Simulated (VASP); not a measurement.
# Mo(100): what the settings do to the level below the vacuum, part 2 of 2

Aim: find which settings matter for a slab model of Mo(100), and what they cost.

VASP 6.6.1, plane waves and PAW; the level of theory is named at each step.

So far, highest filled level below the vacuum (eV): step 2 (the base run, PBE) 3.95; step 12 (a lower cutoff, ENCUT 280, PBE) 3.94; step 13 (another smearing width, SIGMA 0.02, PBE) 3.94; step 14 (another smearing width, SIGMA 0.4, PBE) 3.98; step 15 (another level, functional LDA, disp none) 4.29.

## 18. Another level, functional optB88-vdW, disp nonlocal

This step: optB88-vdW; plane waves and PAW (Mo) (VASP 6.6.1).

The input, INCAR:

```
SYSTEM = Mo
PREC = Normal
ENCUT = 350
EDIFF = 1E-06
NELM = 120
ISMEAR = 1
SIGMA = 0.1
LREAL = .FALSE.
ALGO = Normal
GGA = BO
AGGAC = 0
LUSE_VDW = .TRUE.
PARAM1 = 0.1833333333
PARAM2 = 0.22
LASPH = .TRUE.
NBANDS = 28
LORBIT = 11
LWAVE = .FALSE.
LCHARG = .FALSE.
KPAR = 4
IDIPOL = 3
LDIPOL = .TRUE.
DIPOL = 0.5 0.5 0.5
LVHAR = .TRUE.
LVACPOTAV = .TRUE.
```

The input, POSCAR:

```
Mo
1.0
    3.1500000000      0.0000000000      0.0000000000
    0.0000000000      3.1500000000      0.0000000000
    0.0000000000      0.0000000000     27.4500000000
Mo
7
Direct
    0.0000000000      0.0000000000      0.3278688525
    0.5000000000      0.5000000000      0.3852459016
    0.0000000000      0.0000000000      0.4426229508
    0.5000000000      0.5000000000      0.5000000000
    0.0000000000      0.0000000000      0.5573770492
    0.5000000000      0.5000000000      0.6147540984
    0.0000000000      0.0000000000      0.6721311475
```

The input, KPOINTS:

```
Automatic mesh
0
Gamma
8 8 1
0 0 0
```

The projector-augmented-wave data sets are Mo (PBE family, release 64).

Launch:

```
> mpirun -np 4 vasp_std
```

Elapsed: 2.7 min, on 4 MPI ranks of AMD EPYC 7R43, shared host; peak memory 1.4 GiB; 11 min of CPU time.

Against the base run its depth below the vacuum changes by +0.34 eV.

## 19. Another level, functional r2SCAN, disp none

This step: r2SCAN; plane waves and PAW (Mo) (VASP 6.6.1).

Edit INCAR of step 18 so:

```diff
@@ -9,7 +9,3 @@
 ALGO = Normal
-GGA = BO
-AGGAC = 0
-LUSE_VDW = .TRUE.
-PARAM1 = 0.1833333333
-PARAM2 = 0.22
+METAGGA = R2SCAN
 LASPH = .TRUE.
```

POSCAR is that of step 18.

KPOINTS is that of step 18.

Launch:

```
> mpirun -np 4 vasp_std
```

Wall time 2.1 min (4 MPI ranks); peak memory 0.67 GiB; 8.5 min of CPU time.

Against the base run its depth below the vacuum changes by -0.11 eV.

## 20. The series together

Times are for 4 MPI ranks of AMD EPYC 7R43, shared host. The series side by side:

| no. | functional | highest filled level below the vacuum (eV) | time | memory (GiB) |
| --- | --- | --- | --- | --- |
| 1 | LDA | 4.292 | 28 s | 0.56 |
| 2 | PBEsol | 4.051 | 27 s | 0.62 |
| 3 | RPBE | 3.757 | 41 s | 0.67 |
| 4 | optB88-vdW | 4.289 | 2.7 min | 1.4 |
| 5 | r2SCAN | 3.836 | 2.1 min | 0.67 |

## 21. With spin orbit coupling

This step: PBE, spin-orbit coupling; plane waves and PAW (Mo) (VASP 6.6.1).

For heavy elements spin-orbit coupling shifts the highest filled levels.

Edit INCAR of step 19 so:

```diff
@@ -9,5 +9,10 @@
 ALGO = Normal
-METAGGA = R2SCAN
+GGA = PE
+LNONCOLLINEAR = .TRUE.
+MAGMOM = 0 0 0 0 0 0 0 0 0 0 0 0 0 0 0 0 0 0 0 0 0
+NBANDS = 56
+GGA_COMPAT = .FALSE.
 LASPH = .TRUE.
-NBANDS = 28
+LSORBIT = .TRUE.
+LMAXMIX = 4
 LORBIT = 11
```

POSCAR is that of step 19.

KPOINTS is that of step 19.

Launch:

```
> mpirun -np 4 vasp_ncl
```

Wall time 3.1 min (4 MPI ranks); peak memory 1.6 GiB.

LASPH is switched on together with spin-orbit coupling, so the change from the scalar run holds both.

This step gave:

```
electronic cycles                          : 32
free energy (TOTEN)                        : -72.4316 eV
energy at zero smearing                    : -72.4319 eV
Fermi energy                               : 0.381 eV
vacuum levels                              : 4.346, 4.346 eV
work functions of the upper and lower face : 3.965, 3.965 eV
highest filled level below the vacuum      : 3.965 eV
```

Against the base run its depth below the vacuum changes by +0.02 eV.

## 22. Cost and result by level

Times are for 4 MPI ranks of AMD EPYC 7R43, shared host. The runs compared:

| no. | run | electronic cycles | bands | eigenvalues first band | highest filled level below the vacuum (eV) | time | memory (GiB) |
| --- | --- | --- | --- | --- | --- | --- | --- |
| 1 | base run | 26 | 28 | 13 | 3.947 | 24 s | 0.63 |
| 2 | series over the cutoff | 29 | 28 | 13 | 3.937 | 14 s | 0.45 |
| 3 | series over the cutoff | 31 | 28 | 13 | 3.945 | 21 s | 0.57 |
| 4 | series over the smearing | 30 | 28 | 13 | 3.937 | 27 s | 0.66 |
| 5 | series over the smearing | 30 | 28 | 13 | 3.976 | 26 s | 0.65 |
| 6 | with spin orbit coupling | 32 | 56 | 35 | 3.965 | 3.1 min | 1.6 |

## 23. All runs together

This step: slab, study of settings, base PBE; plane waves and PAW (VASP 6.6.1).

This step runs nothing: it gathers the runs above.

This step gave:

| Item | Value |
| --- | --- |
| highest filled level below the vacuum | 3.947 eV |

Energies of other functionals are not comparable and are left out. All runs:

| change from the base run | level below the vacuum (eV) | shift (eV) | energy change (meV/atom) | core seconds |
| --- | --- | --- | --- | --- |
| base | 3.947 | 0 | 0 | 96 |
| mesh 3 x 3 | 4.54 | 0.593 | 136.6 | 25.6 |
| mesh 5 x 5 | 3.964 | 0.017 | -6.7 | 44 |
| mesh 12 x 12 | 3.948 | 0.001 | 1.3 | 168 |
| vacuum 5 A | - | - | -29.4 | 47.2 |
| vacuum 8 A | - | - | -1.2 | 73.6 |
| vacuum 24 A | 3.95 | 0.004 | 0 | 132 |
| cutoff 210 eV | 3.937 | -0.01 | 4.4 | 56.8 |
| cutoff 280 eV | 3.945 | -0.002 | 3.5 | 84 |
| smearing 0.02 eV | 3.937 | -0.01 | -0.1 | 108 |
| smearing 0.4 eV | 3.976 | 0.029 | -0.1 | 104 |
| LDA | 4.292 | 0.345 | - | 112 |
| PBEsol | 4.051 | 0.104 | - | 108 |
| RPBE | 3.757 | -0.19 | - | 164 |
| optB88-vdW | 4.289 | 0.342 | - | 652 |
| r2SCAN | 3.836 | -0.111 | - | 512 |
| spin-orbit coupling | 3.965 | 0.018 | - | 744 |

## 24. Summary of results

| Item | Value |
| --- | --- |
| highest filled level below the vacuum | 3.95 eV |

**Reading.** The base run puts the highest filled level 3.95 eV below the vacuum at the upper face. Among the meshes tried the largest shift is 0.59 eV (mesh 3 x 3, at 0.27 times the cost). The vacuum widths shift it by about 0.01 eV or less. The lower cutoffs shift it by about 0.01 eV or less. Among the smearing widths the largest shift is 0.03 eV (smearing 0.4 eV, at 1.1 times the cost). With vacuum 5 A and vacuum 8 A the program printed no vacuum level, so no level is given there, and the line on vacuum widths holds for the others alone. The functionals span 0.54 eV, from RPBE to LDA. The program warns that it found no field-free region at its default tolerance, also in runs whose level could not be checked against a flat part of the potential; that adds doubt to those levels. The thickness of the slab was not varied, and the small cell can't reconstruct. The run with spin-orbit coupling also switches on LASPH, which the base run lacks. Costs come from a shared host, and the base run also writes a finer density of states, so small ratios mean little. All runs hold the atoms as cut and share one family of PAW data sets, so relaxation and each functional's own lattice are left out. LASPH is on in the runs with optB88-vdW and r2SCAN and off in those with LDA, PBE, PBEsol and RPBE, so these rows differ in more than the functional.

[Lines on the potential files, build, host, timing and source positions are cut from VASP's logs without a mark.]

[Logs are printed without paths, hosts, clocks, repeated set-up lines and the standing remarks that a program may print on its own settings, such as how far it seeks lower states.]

[Hosts, paths, dates, database ids (printed as entryN), source tags and the programs' standing remarks are cut or masked in the printed files.]

[In band tables of VASP the shares of atoms and orbitals are scaled to a sum of 1 inside the atoms' spheres.]

[Runs that stopped without an error message from VASP are left out.]
